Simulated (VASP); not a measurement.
The system is Ti2TeS.

```
Ti Te S
1.0
     2.08945    1.20634    6.46925
    -2.08945    1.20634    6.46925
     0.00000   -2.41269    6.46925
Ti Te S
2 1 1
Cartesian
  0.0000 0.0000 2.0576
  0.0000 0.0000 17.3502
  0.0000 0.0000 0.0000
  0.0000 0.0000 9.7039
```

The cell was built by a generator and needn't be a form met in nature.

```yaml
Program: VASP 6.6.1
Task: relaxation of cell and atoms
Functional: PBE
Potentials_or_basis: VASP PAW PBE potentials, release 64 (Ti_sv, Te, S)
Cutoff: 520 eV
k_mesh: 4 × 4 × 4
Occupations: gaussian, width 0.15 eV
Spin: no spin polarisation
```

At the start: pressure 20.5 GPa; volume 24.46 Å³/atom.

**Question.** Where does the relaxation end?

**Answer.** Over 22 steps the energy falls by 1629.8 meV/atom and the volume is 21.49 Å³/atom (-12.1 %); space group R-3m (No. 166, to 0.05 Å).

Step by step:
```csv
step,energy change (eV),largest force (eV/Å),pressure (GPa),volume (Å³)
1,0.0000,15.4568,20.49,97.84
2,-2.9689,3.2696,2.80,130.93
3,-3.5612,2.2479,-0.47,128.60
4,-3.9038,1.5063,-2.40,126.62
5,-4.9272,0.2230,-8.58,116.56
6,-5.7519,0.1340,-9.28,107.86
7,-5.8026,1.3130,-5.15,103.02
8,-5.8714,0.1555,-8.24,105.69
9,-5.8766,0.6949,-6.78,104.25
10,-5.8843,0.4341,-7.33,104.80
11,-6.3247,0.4244,0.03,90.97
12,-6.3263,0.5060,0.77,90.12
13,-6.4073,0.7052,0.52,89.21
14,-6.4464,0.7990,-0.15,88.06
15,-6.5000,0.3356,-0.38,87.38
16,-6.5131,0.1293,-0.76,87.02
17,-6.5108,0.3037,-0.96,86.29
18,-6.5168,0.0287,-0.73,86.71
19,-6.5170,0.1056,-0.99,86.68
20,-6.5151,0.0286,1.15,84.36
21,-6.5194,0.0533,0.32,85.75
22,-6.5193,0.0330,0.06,85.96
```

Final structure:
```
Ti Te S
1.0
     1.82728    1.05498    7.43199
    -1.82728    1.05498    7.43199
     0.00000   -2.10996    7.43199
Ti Te S
2 1 1
Cartesian
  0.0000 0.0000 2.6222
  0.0000 0.0000 19.6737
  0.0000 0.0000 0.0000
  0.0000 0.0000 11.1480
```

Caveat: the k mesh is coarse (spacing up to 0.44 Å⁻¹), so the values aren't converged; the relaxation stopped at a loose force limit of 0.08 eV/Å, so its end isn't a converged minimum.
